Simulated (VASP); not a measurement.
# How plane-wave cutoff and smearing change a VASP run on MnCuO2 (Crednerite), part 2 of 4

How sensitive are energy, pressure and forces of MnCuO2 (Crednerite) to the plane-wave cutoff and smearing? The atoms are off their equilibrium sites, so that forces can be compared too. The series runs use r2SCAN. The atoms of the start are displaced at random from the sites of a C2/m cell.

VASP 6.6.1; r2SCAN, spin-polarised from a ferromagnetic start; plane waves and PAW (Mn_pv, Cu, O).

Still holding for the runs below: The cell holds one magnetic atom, so no antiferromagnetic order fits into it. The k-mesh is coarse for a metal. Oxides and halides of Mn and Cu are often magnetic insulators, and a metal at this level, without U or exact exchange, may be an artefact.

So far. Step 4 (Plane-wave cutoff: ENCUT = 360): Against the run before the energy moves by +63.36 meV an atom and the pressure by +22.19 GPa, after 16 cycles in 1.8 min.

The database entry behind the starting cell differs from later determinations by our own check (a about 1 % short, old inner coordinates), so it need not match the best structure at ambient conditions.

### 5. Plane-wave cutoff: ENCUT = 400

INCAR

```
SYSTEM = MnCuO2
PREC = Accurate
ENCUT = 400
EDIFF = 1E-06
NELM = 100
ISMEAR = -1
SIGMA = 0.05
LREAL = .FALSE.
ALGO = Normal
METAGGA = R2SCAN
LASPH = .TRUE.
NBANDS = 29
ISPIN = 2
MAGMOM = 4 0.6 0 0
LMAXMIX = 4
LORBIT = 11
LWAVE = .FALSE.
LCHARG = .FALSE.
KPAR = 4
ISIF = 2
```

POSCAR

```
MnCuO2
1.0
    2.7650000000     -1.4420000000      0.0000000000
    2.7650000000      1.4420000000      0.0000000000
   -1.4867050749      0.0000000000      5.7075486875
Mn Cu O
1 1 2
Direct
    0.0179340000     -0.0084580000      0.0070040000
    0.4957510000      0.4963090000      0.4998740000
    0.4148090000      0.4219790000      0.1456460000
    0.5778280000      0.6058460000      0.8630480000
```

KPOINTS

```
Automatic mesh
0
Gamma
9 9 4
0 0 0
```

The projector-augmented-wave data sets are Mn_pv, Cu and O (PBE family, release 64).

Started as:

```sh
$ mpirun -np 4 vasp_std
```

Log:

```text
[... set-up lines as in an earlier step ...]
 entering main loop
       N       E                     dE             d eps       ncg     rms          rms(c)
DAV:   1     0.317282352834E+03    0.31728E+03   -0.16045E+04 20123   0.143E+03
DAV:   2    -0.248168288301E+02   -0.34210E+03   -0.31656E+03 19657   0.386E+02
DAV:   3    -0.560259994259E+02   -0.31209E+02   -0.30180E+02 21965   0.128E+02
DAV:   4    -0.568482755748E+02   -0.82228E+00   -0.82018E+00 20955   0.218E+01
[...]
DAV:  15    -0.419681821169E+02    0.14774E-05   -0.10278E-05 27462   0.589E-02    0.752E-03
DAV:  16    -0.419681832884E+02   -0.11715E-05   -0.22003E-06 13717   0.153E-02    0.313E-03
DAV:  17    -0.419681827203E+02    0.56804E-06   -0.57045E-07 10603   0.111E-02
   1 F= -.41968183E+02 E0= -.41967047E+02  d E =-.227187E-02  mag=     3.9612
```

It took 2 min on 4 MPI ranks of Intel Xeon 6975P-C (Granite Rapids), shared host; peak memory 1.3 GiB.

OUTCAR, selected parts (step 5):

```text
  Total        4.4285907      8.5035346      1.0830834     -0.2829349      0.4748201     -4.7188072
  in kB      155.8964097    299.3436509     38.1269869     -9.9599474     16.7147426   -166.1126839
  external PRESSURE =     164.4556825 kB  Pullay stress =       0.0000000 kB

 POSITION                                       TOTAL-FORCE (eV/Angst)
 -----------------------------------------------------------------------------------
      2.78079      1.40394      0.03998         0.227587      2.639062     -0.468685
      1.99988      0.00080      2.85306         0.104998      0.116625      0.224232
      2.09719      0.01034      0.83128        -3.184222     -1.055960      6.596275
      1.98976      0.04040      4.92589         2.851638     -1.699727     -6.351822
 -----------------------------------------------------------------------------------
    total drift:                               -0.009092     -0.005469      0.022818

  FREE ENERGIE OF THE ION-ELECTRON SYSTEM (eV)
  ---------------------------------------------------
  free  energy   TOTEN  =       -41.9681827203 eV

  energy  without entropy=      -41.9659108501  energy(sigma->0) =      -41.96704679

 magnetization (x)
# of ion       s       p       d       tot
------------------------------------------
    1        0.054   0.039   3.498   3.591
    2        0.021   0.012   0.012   0.045
    3        0.010   0.066   0.000   0.076
    4        0.010   0.061   0.000   0.071
--------------------------------------------------
tot          0.095   0.179   3.510   3.784

[... 1 part as in an earlier step ...]

[... 2 further parts left out ...]
[key lines of the parts left out:]
E-fermi :   6.0788
```

Against the run before the energy moves by +15.72 meV an atom and the pressure by +5.98 GPa, after 17 cycles in 2 min.

### 6. Plane-wave cutoff: ENCUT = 460

Changes to INCAR since step 5:

```diff
@@ -2,3 +2,3 @@
 PREC = Accurate
-ENCUT = 400
+ENCUT = 460
 EDIFF = 1E-06
```

POSCAR is that of step 5.

KPOINTS is that of step 5.

Started as:

```sh
$ mpirun -np 4 vasp_std
```

Log:

```text
[... set-up lines as in an earlier step ...]
 entering main loop
       N       E                     dE             d eps       ncg     rms          rms(c)
DAV:   1     0.343294438174E+03    0.34329E+03   -0.17332E+04 19833   0.157E+03
DAV:   2    -0.207216930889E+02   -0.36402E+03   -0.33604E+03 19586   0.409E+02
DAV:   3    -0.558812622743E+02   -0.35160E+02   -0.33966E+02 22023   0.138E+02
DAV:   4    -0.568476628314E+02   -0.96640E+00   -0.96350E+00 21030   0.239E+01
[...]
DAV:  13    -0.419254914886E+02   -0.56089E-04   -0.17825E-04 28339   0.252E-01    0.633E-02
DAV:  14    -0.419255184937E+02   -0.27005E-04   -0.72092E-05 23298   0.802E-02    0.252E-02
DAV:  15    -0.419255176135E+02    0.88014E-06   -0.88352E-06 27475   0.541E-02
   1 F= -.41925518E+02 E0= -.41924391E+02  d E =-.225392E-02  mag=     3.9618
```

Run time: 2 min. Hardware: 4 MPI ranks; peak memory 1.6 GiB; 7.9 min of CPU time.

OUTCAR, selected parts (step 6):

```text
  Total        5.5434005      9.5418095      2.1242365     -0.2834427      0.4679289     -4.6786793
  in kB      195.1402352    335.8932752     74.7779303     -9.9778241     16.4721561   -164.7000936
  external PRESSURE =     201.9371469 kB  Pullay stress =       0.0000000 kB

 POSITION                                       TOTAL-FORCE (eV/Angst)
 -----------------------------------------------------------------------------------
      2.78079      1.40394      0.03998         0.248063      2.628147     -0.461180
      1.99988      0.00080      2.85306         0.089691      0.115379      0.214768
      2.09719      0.01034      0.83128        -3.190296     -1.050467      6.593184
      1.98976      0.04040      4.92589         2.852542     -1.693059     -6.346773
 -----------------------------------------------------------------------------------
    total drift:                                0.002927      0.000793     -0.010669

  FREE ENERGIE OF THE ION-ELECTRON SYSTEM (eV)
  ---------------------------------------------------
  free  energy   TOTEN  =       -41.9255176135 eV

  energy  without entropy=      -41.9232636976  energy(sigma->0) =      -41.92439066

 magnetization (x)
# of ion       s       p       d       tot
------------------------------------------
    1        0.054   0.039   3.498   3.592
    2        0.021   0.012   0.012   0.045
    3        0.009   0.066   0.000   0.076
    4        0.010   0.061   0.000   0.071
--------------------------------------------------
tot          0.094   0.179   3.510   3.783

[... 1 part as in an earlier step ...]

[... 2 further parts left out ...]
[key lines of the parts left out:]
E-fermi :   6.0786
```

Against the run before the energy moves by +10.66 meV an atom and the pressure by +3.75 GPa, after 15 cycles in 2 min.

### 7. Plane-wave cutoff: ENCUT = 520

Changes to INCAR since step 6:

```diff
@@ -2,3 +2,3 @@
 PREC = Accurate
-ENCUT = 460
+ENCUT = 520
 EDIFF = 1E-06
```

POSCAR is that of step 6.

KPOINTS is that of step 6.

Started as:

```sh
$ mpirun -np 4 vasp_std
```

Log:

```text
[... set-up lines as in an earlier step ...]
 entering main loop
       N       E                     dE             d eps       ncg     rms          rms(c)
DAV:   1     0.365236219391E+03    0.36524E+03   -0.18612E+04 19622   0.172E+03
DAV:   2    -0.171801413114E+02   -0.38242E+03   -0.35314E+03 19486   0.431E+02
DAV:   3    -0.557351009749E+02   -0.38555E+02   -0.37158E+02 22009   0.146E+02
DAV:   4    -0.568427243818E+02   -0.11076E+01   -0.11040E+01 21277   0.259E+01
[...]
DAV:  13    -0.419175180402E+02   -0.57735E-04   -0.17741E-04 28476   0.246E-01    0.609E-02
DAV:  14    -0.419175440925E+02   -0.26052E-04   -0.66664E-05 23307   0.796E-02    0.237E-02
DAV:  15    -0.419175437700E+02    0.32247E-06   -0.81561E-06 27470   0.530E-02
   1 F= -.41917544E+02 E0= -.41916417E+02  d E =-.225438E-02  mag=     3.9618
```

The job ended after 2.2 min (4 MPI ranks; peak memory 1.7 GiB; 8.6 min of CPU time).

From OUTCAR (step 7):

```text
  Total        5.7852500      9.7687703      2.3500106     -0.2821528      0.4673008     -4.6803229
  in kB      203.6538831    343.8828075     82.7256890     -9.9324156     16.4500458   -164.7579513
  external PRESSURE =     210.0874599 kB  Pullay stress =       0.0000000 kB

 POSITION                                       TOTAL-FORCE (eV/Angst)
 -----------------------------------------------------------------------------------
      2.78079      1.40394      0.03998         0.249716      2.626242     -0.442616
      1.99988      0.00080      2.85306         0.089366      0.115130      0.211729
      2.09719      0.01034      0.83128        -3.189381     -1.049268      6.581482
      1.98976      0.04040      4.92589         2.850299     -1.692103     -6.350595
 -----------------------------------------------------------------------------------
    total drift:                                0.004627      0.000323      0.022644

  FREE ENERGIE OF THE ION-ELECTRON SYSTEM (eV)
  ---------------------------------------------------
  free  energy   TOTEN  =       -41.9175437700 eV

  energy  without entropy=      -41.9152893914  energy(sigma->0) =      -41.91641658

 magnetization (x)
# of ion       s       p       d       tot
------------------------------------------
    1        0.054   0.039   3.498   3.591
    2        0.021   0.012   0.012   0.045
    3        0.009   0.066   0.000   0.076
    4        0.010   0.061   0.000   0.071
--------------------------------------------------
tot          0.094   0.179   3.510   3.783

[... 1 part as in an earlier step ...]

[... 2 further parts left out ...]
[key lines of the parts left out:]
E-fermi :   6.0783
```

Against the run before the energy moves by +1.99 meV an atom and the pressure by +0.82 GPa, after 15 cycles in 2.2 min.

### 8. Plane-wave cutoff: ENCUT = 640

Changes to INCAR since step 7:

```diff
@@ -2,3 +2,3 @@
 PREC = Accurate
-ENCUT = 520
+ENCUT = 640
 EDIFF = 1E-06
```

POSCAR is that of step 7.

KPOINTS is that of step 7.

Started as:

```sh
$ mpirun -np 4 vasp_std
```

Log:

```text
[... set-up lines as in an earlier step ...]
 entering main loop
       N       E                     dE             d eps       ncg     rms          rms(c)
DAV:   1     0.394001810483E+03    0.39400E+03   -0.21001E+04 19868   0.200E+03
DAV:   2    -0.121059409563E+02   -0.40611E+03   -0.37451E+03 19352   0.466E+02
DAV:   3    -0.555192955783E+02   -0.43413E+02   -0.41658E+02 21936   0.159E+02
DAV:   4    -0.568512596341E+02   -0.13320E+01   -0.13264E+01 21352   0.285E+01
[...]
DAV:  13    -0.419298532008E+02   -0.58358E-04   -0.17856E-04 28393   0.237E-01    0.589E-02
DAV:  14    -0.419298778544E+02   -0.24654E-04   -0.59802E-05 23459   0.782E-02    0.217E-02
DAV:  15    -0.419298777410E+02    0.11339E-06   -0.76229E-06 27681   0.533E-02
   1 F= -.41929878E+02 E0= -.41928753E+02  d E =-.225043E-02  mag=     3.9619
```

The job ended after 4.3 min (4 MPI ranks; peak memory 2.3 GiB).

Parts of OUTCAR (step 8):

```text
  Total        5.6793653      9.6739624      2.2833641     -0.2775024      0.4696900     -4.6750945
  in kB      199.9265030    340.5453550     80.3795812     -9.7687119     16.5341490   -164.5738980
  external PRESSURE =     206.9504797 kB  Pullay stress =       0.0000000 kB

 POSITION                                       TOTAL-FORCE (eV/Angst)
 -----------------------------------------------------------------------------------
      2.78079      1.40394      0.03998         0.225571      2.623131     -0.471839
      1.99988      0.00080      2.85306         0.104715      0.116182      0.224221
      2.09719      0.01034      0.83128        -3.181092     -1.048518      6.589615
      1.98976      0.04040      4.92589         2.850806     -1.690795     -6.341997
 -----------------------------------------------------------------------------------
    total drift:                               -0.012469     -0.005060      0.006621

  FREE ENERGIE OF THE ION-ELECTRON SYSTEM (eV)
  ---------------------------------------------------
  free  energy   TOTEN  =       -41.9298777410 eV

  energy  without entropy=      -41.9276273073  energy(sigma->0) =      -41.92875252

 magnetization (x)
# of ion       s       p       d       tot
------------------------------------------
    1        0.054   0.039   3.498   3.592
    2        0.021   0.012   0.012   0.045
    3        0.009   0.066   0.000   0.076
    4        0.010   0.061   0.000   0.071
--------------------------------------------------
tot          0.094   0.179   3.511   3.783

[... 1 part as in an earlier step ...]

[... 2 further parts left out ...]
[key lines of the parts left out:]
E-fermi :   6.0766
```

Against the run before the energy moves by -3.08 meV an atom and the pressure by -0.31 GPa, after 15 cycles in 4.3 min.

### 9. Plane-wave cutoff: ENCUT = 800

Changes to INCAR since step 8:

```diff
@@ -2,3 +2,3 @@
 PREC = Accurate
-ENCUT = 640
+ENCUT = 800
 EDIFF = 1E-06
```

POSCAR is that of step 8.

KPOINTS is that of step 8.

Started as:

```sh
$ mpirun -np 4 vasp_std
```

Log:

```text
[... set-up lines as in an earlier step ...]
 entering main loop
       N       E                     dE             d eps       ncg     rms          rms(c)
DAV:   1     0.427040562636E+03    0.42704E+03   -0.23883E+04 19860   0.234E+03
DAV:   2    -0.634313202844E+01   -0.43338E+03   -0.39907E+03 19207   0.511E+02
DAV:   3    -0.552692005505E+02   -0.48926E+02   -0.46760E+02 21674   0.172E+02
DAV:   4    -0.568576489067E+02   -0.15884E+01   -0.15807E+01 21671   0.316E+01
[...]
DAV:  13    -0.419396679675E+02   -0.58696E-04   -0.17875E-04 28412   0.238E-01    0.589E-02
DAV:  14    -0.419396935914E+02   -0.25624E-04   -0.60450E-05 23306   0.791E-02    0.217E-02
DAV:  15    -0.419396933437E+02    0.24776E-06   -0.78371E-06 27669   0.546E-02
   1 F= -.41939693E+02 E0= -.41938569E+02  d E =-.224877E-02  mag=     3.9619
```

Wall time 6.1 min (4 MPI ranks); peak memory 2.9 GiB; 24 min of CPU time.

From OUTCAR (step 9):

```text
  Total        5.7774710      9.7561892      2.3561881     -0.2806411      0.4674989     -4.6731184
  in kB      203.3800467    343.4399240     82.9431512     -9.8792016     16.4570191   -164.5043346
  external PRESSURE =     209.9210406 kB  Pullay stress =       0.0000000 kB

 POSITION                                       TOTAL-FORCE (eV/Angst)
 -----------------------------------------------------------------------------------
      2.78079      1.40394      0.03998         0.239780      2.623066     -0.462033
      1.99988      0.00080      2.85306         0.098622      0.114481      0.222806
      2.09719      0.01034      0.83128        -3.183950     -1.047759      6.582349
      1.98976      0.04040      4.92589         2.845548     -1.689787     -6.343122
 -----------------------------------------------------------------------------------
    total drift:                                0.002065      0.002068      0.013303

  FREE ENERGIE OF THE ION-ELECTRON SYSTEM (eV)
  ---------------------------------------------------
  free  energy   TOTEN  =       -41.9396933437 eV

  energy  without entropy=      -41.9374445780  energy(sigma->0) =      -41.93856896

 magnetization (x)
# of ion       s       p       d       tot
------------------------------------------
    1        0.054   0.039   3.499   3.592
    2        0.021   0.012   0.012   0.045
    3        0.009   0.066   0.000   0.076
    4        0.010   0.061   0.000   0.071
--------------------------------------------------
tot          0.094   0.179   3.511   3.783

[... 1 part as in an earlier step ...]

[... 2 further parts left out ...]
[key lines of the parts left out:]
E-fermi :   6.0756
```

Against the run before the energy moves by -2.45 meV an atom and the pressure by +0.30 GPa, after 15 cycles in 6.1 min.

### 10. The plane-wave cutoff series as a table

This step: convergence of r2SCAN results with the cutoff; plane waves and PAW (VASP 6.6.1).

This step runs nothing: it gathers the runs above.

Differences are taken from the run with ENCUT = 800. Results of the series, by row:

```
    setting     status  energy less the reference (meV/atom)  pressure (GPa)  largest force difference (meV/Å)  moment (μB)  SCF cycles  wall time (s)
ENCUT = 240  converged                                -127.9          -87.53                               310        3.952          16             49
ENCUT = 300  converged                                 -86.2          -11.72                             121.4         3.96          16             92
ENCUT = 360  converged                                -22.84           10.47                             49.02        3.961          16            107
ENCUT = 400  converged                                -7.119           16.45                                16        3.961          17            121
ENCUT = 460  converged                                 3.545           20.19                             10.84        3.962          15            119
ENCUT = 520  converged                                 5.538           21.01                             19.42        3.962          15            130
ENCUT = 640  converged                                 2.454            20.7                             14.21        3.962          15            259
ENCUT = 800  converged                                     0           20.99                                 0        3.962          15            364
```

[end of part 2 of 4]

[Lines on the potential files, build, host, timing and source positions are cut from VASP's logs without a mark.]

[Logs are printed without paths, hosts, clocks, repeated set-up lines and the standing remarks that a program may print on its own settings, such as how far it seeks lower states.]

[Hosts, paths, dates, database ids (printed as entryN), source tags and the programs' standing remarks are cut or masked in the printed files.]

[A measured line is paired with the nearest computed mode of its activity, which favours agreement.]
